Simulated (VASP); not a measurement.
Input:

```
CELL_PARAMETERS angstrom
      2.00900    -3.47970     0.00000
      2.00900     3.47970     0.00000
      0.00000     0.00000     5.08282
ATOMIC_POSITIONS crystal
  Se 0.00000 0.24806 0.66667
  Se 0.75194 0.75194 0.00000
  Se 0.24806 0.00000 0.33333
```

Calculation: PBE GGA with D4 dispersion, VASP's PBE PAW potentials (set 64) (plane waves; VASP 6.6.1). Settings: 520 eV cut-off, 6×6×5 Γ-centred mesh, Gaussian smearing of 0.050 eV, potentials Se.

Question: The ions and cell shape at fixed volume are relaxed. Predict the relaxed structure.

Answer: 
```
CELL_PARAMETERS angstrom
      1.99767    -3.46007     0.00000
      1.99767     3.46007     0.00000
      0.00000     0.00000     5.14063
ATOMIC_POSITIONS crystal
  Se 0.00000 0.25304 0.66667
  Se 0.74696 0.74696 0.00000
  Se 0.25304 0.00000 0.33333
```
Space group P3_121 (152), at a tolerance of 0.03 Å.

Question: How much energy does the relaxation gain?

Answer: The energy (σ→0) changes by -3.1 meV/atom, in 6 ionic steps.

The compound is Se in the trig structure. This cell is one point of a volume scan, at 0.97 of the reference volume. Symmetry was kept, so distortions that lower it aren't found.
